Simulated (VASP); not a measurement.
Given:

```
MnC
1.0
    1.46633    -3.87482     0.00000
    1.46633     3.87482     0.00000
    0.00000     0.00000     2.88972
C Mn
2 2
Direct
  0.56400   0.43600   0.25000
  0.43600   0.56400   0.75000
  0.85475   0.14525   0.25000
  0.14525   0.85475   0.75000
```
Starting moments (μB, in the order of the record's atoms C C Mn Mn): 0.0 0.0 4.0 4.0.

The numbers are results of PBE GGA, VASP's PBE PAW potentials (set 64) (plane waves; VASP), not measurements. Numerical set-up: EDIFF = 1E-5, 520 eV cut-off, 7×7×7 Γ-centred mesh, Gaussian smearing of 0.050 eV, potentials C Mn_pv.

The moments were started parallel, and other spin orders were not tried in this run.

Q: What does the run give for the cell moment, energy per atom (σ→0), pressure, largest force, band gap (on the k-mesh) with the smallest direct gap where there is one?

A: 
- band gap (on the k-mesh): none (metal, semimetal or under 0.01 eV)
- cell moment: 3.90 μB
- energy per atom (σ→0): -8.459 eV/atom
- pressure: -11.88 GPa
- largest force: 0.166 eV/Å

Q: Give the moment on each site (PAW-sphere projection).

A: 
```json
[
 {"site": "C1", "moment (μB)": "-0.05"},
 {"site": "C2", "moment (μB)": "-0.05"},
 {"site": "Mn3", "moment (μB)": "2.00"},
 {"site": "Mn4", "moment (μB)": "2.00"}
]
```

The absolute energy has meaning only against runs of the same code, potentials and settings.

The structure was generated: MnC was put into the CrB type (Cmcm), which need not be its known phase. The cell was not relaxed at this level. The k-mesh is coarse (spacing up to 0.33 per Å, 2π included), so the numbers may not be converged in it. The run is one of a series of settings (EDIFF = 1E-5 against the base run), some of them coarse on purpose.
